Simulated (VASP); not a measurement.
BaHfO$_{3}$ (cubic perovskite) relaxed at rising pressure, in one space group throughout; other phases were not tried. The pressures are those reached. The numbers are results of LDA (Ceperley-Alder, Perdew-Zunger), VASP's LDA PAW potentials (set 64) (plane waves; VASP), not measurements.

```csv
P (GPa),V (Å³/atom),k-mesh
-0.02,13.994,6×6×6
4.92,13.649,6×6×6
9.94,13.340,6×6×6
20.02,12.816,6×6×6
29.96,12.384,6×6×6
```

Fit an equation of state and predict the volume at 44.88 GPa.

Least squares on the third-order Birch-Murnaghan form, P = (3B0/2)(y⁷ − y⁵)[1 + (3/4)(B′ − 4)(y² − 1)] with y = (V0/V)^(1/3), gives V0 = 13.992 Å³/atom, B0 = 188 GPa and B′ = 4.3, and so 11.851 Å³/atom. The run gave 11.853 Å³/atom, +0.0 % from the fit.

Pressures at which the relaxation failed are left out.

The compound is BaHfO3 in the cubic perovskite structure.
